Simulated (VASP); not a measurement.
Consider the following.

```xyz
1
Lattice="-1.5438 1.5438 2.9136 1.5438 -1.5438 2.9136 1.5438 1.5438 -2.9136" Properties=species:S:1:pos:R:3 pbc="T T T"
Sb     0.0000     0.0000     0.0000
```

All values below come from r2SCAN+rVV10, VASP's PBE PAW potentials (set 64) (plane waves; VASP 6.6.1). Run with 400 eV cut-off, 18×18×18 Γ-centred mesh, tetrahedra with Blöchl corrections, potentials Sb.

Unless said otherwise, spin-orbit coupling is left out, though it shifts the bands of the heavy elements here.

Estimate the energy per atom (σ→0), band gap (over mesh and band path) with the smallest direct gap where there is one.

| Property | Value |
|---|---|
| band gap (over mesh and band path) | none (metal, semimetal or under 0.01 eV) |
| energy per atom (σ→0) | -25.147 eV/atom |

The structure comes from a measured Sb entry (I4/mmm) of the Crystallography Open Database, whose conditions weren't checked. It was relaxed first, which changed the volume by +24 %.
